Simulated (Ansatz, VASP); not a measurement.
# Mg (Mg strained to the junction's net) in two plane-wave programs

Wanted: the spread between two codes on one cell, functional and k mesh. The structure shown is the end of the Ansatz relaxation below.

Main program and level: Ansatz 0.2.0; plane waves, with VASP 6.6.1 beside it; single point at PBE.

## 1. Starting point

Symmetry: P6_3/mmc, No. 194, hexagonal system. The conventional cell has a = 3.190 Å, b = 3.190 Å, c = 5.170 Å, α = 90.00°, β = 90.00°, γ = 120.00°. Mg has 12 Mg at 3.17 to 3.19 Å nearest.

## 2. Ansatz: relaxation, PBE

Ansatz runs on its default PAW (the set named soft_2) files.

This run makes the geometry at which the two programs are then compared.

input.yaml

```yaml
crystal:
  lattice:
    - [3.19, 0.0, 0.0]
    - [-1.595, 2.7626210381, 0.0]
    - [0.0, 0.0, 5.19]
  atoms:
    - { symbol: Mg, position: [0.0, 0.0, 0.0] }
    - { symbol: Mg, position: [0.3333333333, 0.6666666667, 0.5] }
kpoints:
  mp_grid: { grid: [12, 12, 6] }
scf:
  occupations: { method: fermi_dirac, width: 0.1 }
  max_iter: 150
hamiltonian:
  xc: pbe
relax:
  f_tol: 0.01
  max_steps: 40
  cell: { fix: [a, b, angles] }
```

Started as:

```bash
$ ansatz run input.yaml --threads 4 --pin off --max-ram 16384MiB --backend cpu --events-out ev --progress --plain --runs-dir out
```

Numbers of over 12 decimals in the logs are rounded to 6 here.

The program printed:

```text
Engine: ansatz 0.2.0, aarch64-unknown-linux-gnu
Pseudopotentials: kind: paw
Pseudopotential: Mg, paw, valence charge 10, recommended cutoff 420 eV (normal), Mg.paw.azcp
Functional definition: PBE
  parameter kappa = 0.804
  parameter beta = 0.066725
  exchange = pbe_x(kappa = kappa, mu = beta*pi^2/3)
  correlation = pbe_c(beta = beta)
Crystal: 2 atoms, lattice volume = 45.738 Å³
Basis set: ecut = 420 eV, 917 PW (Γ), exchange–correlation on 48×48×72 points (8 copies of the dense FFT grid, shifted against one another)
Bands: 14, of which v1, the nominal top of the filled ones, is band 10 counted from 1 (9 counted from 0)
Symmetry: 24 space group operations
Space group: P63/mmc (ITA 194), of the structure as read, at distance tolerance 3.6e-5 Å
k-points: 76 of 864
Non-local potential: Mg, projectors of the file, l = 0: 3, l = 1: 2, l = 2: 1
PAW form: soft (Blöchl's): semilocal exchange-correlation on the pseudo side does not see the compensation charge
PAW one-centre angular grid: Mg, 110 points (default); XC on 64 Gauss nodes
Initial density: superposition of atomic densities (neutral atoms: chi_scale 0, normalization atom), corrected by the library's trained network
Initial wavefunctions: pseudopotential atomic-orbital guess
Functional: x = pbe(κ = 0.804, μ = 0.219515), c = pbe(β = 0.066725)
SCF iter   1: F=—  HF=-3847.622275 eV  |F-HF|=—  |Δ(HF+E_count)|=         —  Δρ=8.55e-4  dr2=3.88e-4  ethr=1.77e-3  ⟨swp⟩=5.0  Hψ=5339  notcnv=0
preconditioner: auto → none  [metal: Δε(μ)=0.241 eV  Ē_g=6.924 eV  σ=0.100 eV  W_gap=0.45  n_scr=8 (ndim 8)  ℏωp=11.0 eV  f_vac=0.000  D(μ)=0.83/eV (n_scr^D=2)  sad-step TF]
SCF iter   2: F=—  HF=-3847.621894 eV  |F-HF|=—  |Δ(HF+E_count)|=   3.81e-4  Δρ=5.59e-4  dr2=1.67e-4  ethr=1.94e-6  ⟨swp⟩=2.1  Hψ=2242  notcnv=0
SCF iter   3: F=—  HF=-3847.621909 eV  |F-HF|=—  |Δ(HF+E_count)|=   1.49e-5  Δρ=2.51e-4  dr2=1.46e-5  ethr=8.37e-7  ⟨swp⟩=2.0  Hψ=1833  notcnv=0
SCF iter   4: F=—  HF=-3847.621915 eV  |F-HF|=—  |Δ(HF+E_count)|=   6.26e-6  Δρ=9.67e-5  dr2=2.01e-6  ethr=7.31e-8  ⟨swp⟩=2.1  Hψ=1721  notcnv=0
iter 5 did not close the SCF: its close was put off for the readings that it lacked (scf_convergence_deferred on its scf_iter line)
SCF iter   5: F=-3847.621914 eV  HF=-3847.621914 eV  |F-HF|=4.10e-9  |Δ(HF+E_count)|=   1.80e-6  Δρ=6.18e-6  dr2=6.70e-9  ethr=1.01e-8  ⟨swp⟩=2.0  Hψ=1719  notcnv=0
SCF iter   6: F=-3847.621914 eV  HF=-3847.621914 eV  |F-HF|=3.53e-9  |Δ(HF+E_count)|=   8.26e-9  Δρ=3.66e-6  dr2=2.66e-9  ethr=3.35e-11  ⟨swp⟩=1.9  Hψ=3378  notcnv=0
SCF 1 converged in 6 iterations: F = -3847.621914 eV  dr2 = 2.66e-9
  greatest PAW one-centre occupation: 1.000 electrons in one spin orbital (limit 2), on the Mg atom at site 1 (counted from 0), in its partial waves of l = 0
relax step   1: F+E_penalty+E_count = -3847.62191366 eV  Δ(F+E_penalty+E_count) = +0.000e0 eV  max|allowed force component| = 4.163e-17 eV/Å  Δτ_max = 0.0000 Å  P = +0.157 GPa  Ω = 45.738 Å³  fix = [a, b, alpha, beta, gamma]  reactions: a +0.393, b +0.393 GPa  (6 SCF iters, dr2 threshold 1.00e-7 eV, accepted)
[...]
relax step   2: F+E_penalty+E_count = -3847.62208321 eV  Δ(F+E_penalty+E_count) = -1.696e-4 eV  max|allowed force component| = 7.401e-17 eV/Å  Δτ_max = 0.0000 Å  P = +0.265 GPa  Ω = 45.603 Å³  energy of the carried Pulay correction = +2.702e-6 eV  fix = [a, b, alpha, beta, gamma]  reactions: a +0.437, b +0.437 GPa  (3 SCF iters, dr2 threshold 2.00e-7 eV, accepted)
[...]
relax step   3: F+E_penalty+E_count = -3847.62209503 eV  Δ(F+E_penalty+E_count) = -1.182e-5 eV  max|allowed force component| = 3.701e-17 eV/Å  Δτ_max = 0.0000 Å  P = +0.302 GPa  Ω = 45.558 Å³  energy of the carried Pulay correction = +3.596e-6 eV  fix = [a, b, alpha, beta, gamma]  reactions: a +0.452, b +0.452 GPa  (3 SCF iters, dr2 threshold 1.54e-8 eV, accepted)
[...]
relax step   4: F+E_penalty+E_count = -3847.62209136 eV  Δ(F+E_penalty+E_count) = +3.668e-6 eV  max|allowed force component| = 3.932e-17 eV/Å  Δτ_max = 0.0000 Å  P = +0.302 GPa  Ω = 45.558 Å³  fix = [a, b, alpha, beta, gamma]  reactions: a +0.452, b +0.452 GPa  stress off target by 3.12e-4 GPa on what of the cell is left free  SCF on the basis re-selected at this cell (its energy is not comparable with the rows above)  (3 SCF iters)
basis re-selected at this cell: Δ(F+E_penalty+E_count) = +3.668e-6 eV, ΔP = +0.000 GPa vs the last step (what re-selecting the basis moved, of the pressure what is left beyond the Pulay correction that the steps carried, after the strain that the cell walked since its last selection, with what the two solves' SCF thresholds leave and, on support functions, any second-order correction that the steps lacked; it is no m [...]
SCF converged after 3 iterations
Free energy (F): -3847.622091 eV
Harris-Foulkes:  -3847.622091 eV  (|F-HF|=3.27e-11)
Internal energy: -3847.595508 eV  (E = F + TS)
E sigma→0 (E₀):  -3847.608800 eV
Entropy (-TS):   -0.026583 eV (-13.292 meV/atom)
Fermi energy:    5.688279 eV
--- Per-component energies (eV) ---
  E_band       = -713.488740
  E_kinetic    = 149.768020
  E_local      = -3234.718011  (includes V_loc(G=0)·N_el)
  E_nonlocal   = 191.377418
  E_hartree    = 1154.964548
  E_xc         = -56.886362
  E_vxc        = -73.387316  (∫ρ·V_xc dr)
  E_paw        = -585.007494  (= ΣΔE_a)
  E_vpaw       = -56.457896  (= ΣTr[D̂ρ^β])
  E_aug_tail   = -0.000006  (compensation charges beyond the density's cutoff)
  E_ewald      = -1467.093621
  E_smearing   = -0.026583  (= −TS)
  E_closure    = 0.000000  (closes the sum)
  Σ components = -3847.622091   (vs F -3847.622091, Δ=0.00e0)
--- Forces (eV/Å), atoms counted from 1 ---
  atom   1  Mg     0.00000000     0.00000000     0.00000000
  atom   2  Mg     0.00000000    -0.00000000     0.00000000
  max |Σ_I F_I| component: 4.63e-18 eV/Å
--- Stress (GPa, compression-positive) ---
        0.452490       0.000000       0.000000
        0.000000       0.452490       0.000000
        0.000000       0.000000       0.000312
  P = ⅓ Tr σ = 0.3018 GPa (3.018 kbar)
--- Relaxed structure (3 steps of the walk, 3 accepted, 1 SCFs on fresh bases) ---
  F+E_penalty+E_count = -3847.62209136 eV   max|allowed force component| = 3.932e-17 eV/Å   (the final SCF, on the basis selected at the relaxed cell)
  cell:  # Å, volume = 45.5579 Å³
    - [3.190000, 0, 0.0]
    - [-1.595000, 2.762621, 0.0]
    - [0.0, 0.0, 5.169541]
  atoms:
    - { symbol: Mg, position: [9.251858539620023e-18, -5.08852219630634e-17, 0.0] }
    - { symbol: Mg, position: [0.333333, 0.666667, 0.5] }
```

## 3. VASP: single point, PBE

The same cell, functional, mesh and smearing now go to VASP, with its own data sets.

Lines of VASP's logs that name or quote its potential files are left out, and so is its time.

INCAR

```
SYSTEM = Mg
PREC = Accurate
ENCUT = 600
EDIFF = 1E-06
NELM = 120
ISMEAR = -1
SIGMA = 0.1
LREAL = .FALSE.
ALGO = Normal
GGA = PE
NBANDS = 8
LORBIT = 11
LWAVE = .FALSE.
LCHARG = .FALSE.
ISIF = 2
LASPH = .TRUE.
GGA_COMPAT = .FALSE.
```

POSCAR

```
Mg
1.0
    3.1900000000      0.0000000000      0.0000000000
   -1.5950000000      2.7626210381      0.0000000000
    0.0000000000      0.0000000000      5.1695409386
Mg
2
Direct
    0.0000000000      0.0000000000      0.0000000000
    0.3333333333      0.6666666667      0.5000000000
```

KPOINTS

```
Automatic mesh
0
Gamma
12 12 6
0 0 0
```

PAW data sets: Mg (PBE family, release 64).

Started as:

```bash
$ mpirun -np 1 vasp_std
```

The program printed:

```text
[banner, memory and clock lines left out]
running    1 mpi-ranks, on    1 nodes
 distrk:  each k-point on    1 cores,    1 groups
 distr:  one band on    1 cores,    1 groups

 POSCAR found type information on POSCAR Mg
 POSCAR found :  1 types and       2 ions
 LDA part: xc-table for (Slater+PW92), standard interpolation
 POSCAR, INCAR and KPOINTS ok, starting setup
 FFT: planning ... GRIDC
 FFT: planning ... GRID_SOFT
 FFT: planning ... GRID
 WAVECAR not read
 entering main loop
       N       E                     dE             d eps       ncg     rms          rms(c)
DAV:   1    -0.207951882411E+00   -0.20795E+00   -0.14577E+03  1224   0.383E+02
DAV:   2    -0.302611870440E+01   -0.28182E+01   -0.27245E+01  1560   0.247E+01
DAV:   3    -0.304368016227E+01   -0.17561E-01   -0.17536E-01  1656   0.238E+00
DAV:   4    -0.304371895885E+01   -0.38797E-04   -0.38796E-04  1712   0.962E-02
DAV:   5    -0.304371910104E+01   -0.14219E-06   -0.14216E-06  1672   0.456E-03    0.957E-01
DAV:   6    -0.303754161567E+01    0.61775E-02   -0.60474E-04  1480   0.219E-01    0.613E-01
DAV:   7    -0.303008614947E+01    0.74555E-02   -0.23494E-03  1312   0.380E-01    0.338E-02
DAV:   8    -0.303009812574E+01   -0.11976E-04   -0.14946E-05  1896   0.264E-02    0.745E-03
DAV:   9    -0.303009693176E+01    0.11940E-05   -0.11786E-06  1376   0.580E-03    0.619E-04
DAV:  10    -0.303009670299E+01    0.22877E-06   -0.46456E-09   960   0.492E-04
   1 F= -.30300967E+01 E0= -.30168268E+01  d E =-.265399E-01
```

OUTCAR, selected parts (step 3):

```text
ion  position               nearest neighbor table
   1  0.000  0.000  0.000-   2 3.17   2 3.17   2 3.17   2 3.17   2 3.17   2 3.17
   2  0.333  0.667  0.500-   1 3.17   1 3.17   1 3.17   1 3.17   1 3.17   1 3.17

  LATTYP: Found a hexagonal cell.
 ALAT       =     3.1900000000
 C/A-ratio  =     1.6205457488

 Subroutine GETGRP returns: Found 24 space group operations
 (whereof 12 operations were pure point group operations)

The static configuration has the point symmetry D_3h.
 The point group associated with its full space group is D_6h.

 Found     76 irreducible k-points:

   k-points           NKPTS =     76   k-points in BZ     NKDIM =     76   number of bands    NBANDS=      8

   dimension x,y,z NGX =    28 NGY =   28 NGZ =   42
   dimension x,y,z NGXF=    56 NGYF=   56 NGZF=   84

   ENCUT  =  600.0 eV  44.10 Ry    6.64 a.u.   6.37  6.37 10.32*2*pi/ulx,y,z

   NELECT =       4.0000    total number of electrons

 k-points in reciprocal lattice and weights: Automatic mesh
   0.00000000  0.00000000  0.00000000       0.001
   0.08333333 -0.00000000  0.00000000       0.007
   0.16666667 -0.00000000  0.00000000       0.007
   0.25000000 -0.00000000  0.00000000       0.007
   0.33333333  0.00000000  0.00000000       0.007
   0.41666667  0.00000000  0.00000000       0.007
   0.50000000 -0.00000000  0.00000000       0.003
   0.08333333  0.08333333  0.00000000       0.007
   0.16666667  0.08333333  0.00000000       0.014
[...]
0.33333333  0.25000000  0.50000000       0.014
   0.33333333  0.33333333  0.50000000       0.002

 average (electrostatic) potential at core
       1 -39.1733       2 -39.1733

 E-fermi :   2.6454

 k-point     1 :       0.0000    0.0000    0.0000
  band No.  band energies     occupation
      1      -4.2911      2.00000
      2       0.9872      2.00000
      3       1.4501      1.99999
      4      13.6388      0.00000
      5      13.6388      0.00000
      6      13.7641      0.00000
      7      13.7641      0.00000
      8      14.5597      0.00000

 k-point     2 :       0.0833   -0.0000    0.0000
  band No.  band energies     occupation
      1      -4.1538      2.00000
      2       1.1125      2.00000
      3       1.5834      1.99995
      4      11.3610      0.00000
      5      12.4400      0.00000
      6      13.2497      0.00000
      7      15.1477      0.00000
      8      15.4503      0.00000

 k-point     3 :       0.1667   -0.0000    0.0000
  band No.  band energies     occupation
      1      -3.7433      2.00000
      2       1.4885      1.99998
      3       1.9779      1.99748
      4       8.8288      0.00000
      5      11.4064      0.00000
      6      12.0230      0.00000
      7      13.5759      0.00000
      8      14.5209      0.00000

  Total        0.0926381      0.0926381     -0.0365069      0.0000000      0.0000000      0.0000000
  in kB        3.2578873      3.2578873     -1.2838730      0.0000000      0.0000000      0.0000000
  external PRESSURE =       1.7439672 kB  Pullay stress =       0.0000000 kB

  energy-cutoff  :      600.00
  volume of cell :       45.56
      direct lattice vectors                 reciprocal lattice vectors
     3.190000000  0.000000000  0.000000000     0.313479624  0.180987545  0.000000000
    -1.595000000  2.762621038  0.000000000     0.000000000  0.361975090  0.000000000
     0.000000000  0.000000000  5.169540939     0.000000000  0.000000000  0.193440774

 POSITION                                       TOTAL-FORCE (eV/Angst)
 -----------------------------------------------------------------------------------
      0.00000      0.00000      0.00000        -0.000000      0.000000      0.000000
     -0.00000      1.84175      2.58477         0.000000      0.000000      0.000000
 -----------------------------------------------------------------------------------
    total drift:                               -0.000000      0.000000      0.000000

  FREE ENERGIE OF THE ION-ELECTRON SYSTEM (eV)
  ---------------------------------------------------
  free  energy   TOTEN  =        -3.0300967030 eV

  energy  without entropy=       -3.0035568060  energy(sigma->0) =       -3.01682675

 total charge
# of ion       s       p       d       tot
------------------------------------------
    1        0.209   0.127   0.012   0.348
    2        0.209   0.127   0.012   0.348
--------------------------------------------------
tot          0.418   0.254   0.023   0.696

[... 3 further parts left out ...]
```

The run ends at a pressure of 0.17 GPa.

## 4. Differences

Known differences besides the potentials themselves: the data sets hold 20 valence electrons in Ansatz (on its default PAW (the set named soft_2) files) and 4 in VASP; the cutoff is 420 eV in Ansatz and 600 eV in VASP; Ansatz's pressure holds a Pulay correction, VASP's none. Total energies have different zeros and are not compared.

Compared:

```csv
quantity,Ansatz,VASP,difference
pressure (GPa),0.30,0.17,+0.13
```

## 5. Results

- difference in pressure (single point, PBE): 0.13 GPa

**Reading.** The difference in pressure is 0.13 GPa (single point, PBE), within the 1 GPa picked in this series as the mark of a large difference. The data sets hold unlike numbers of valence electrons (20 in Ansatz and 4 in VASP), so part of the differences comes from the potentials. How closely two codes agree says nothing of how well the functional describes the real material.

[Lines on the potential files, build, host, timing and source positions are cut from VASP's logs without a mark.]

[Logs are printed without paths, hosts, clocks, repeated set-up lines and the standing remarks that a program may print on its own settings, such as how far it seeks lower states.]

[Hosts, paths, dates, database ids (printed as entryN), source tags and the programs' standing remarks are cut or masked in the printed files.]
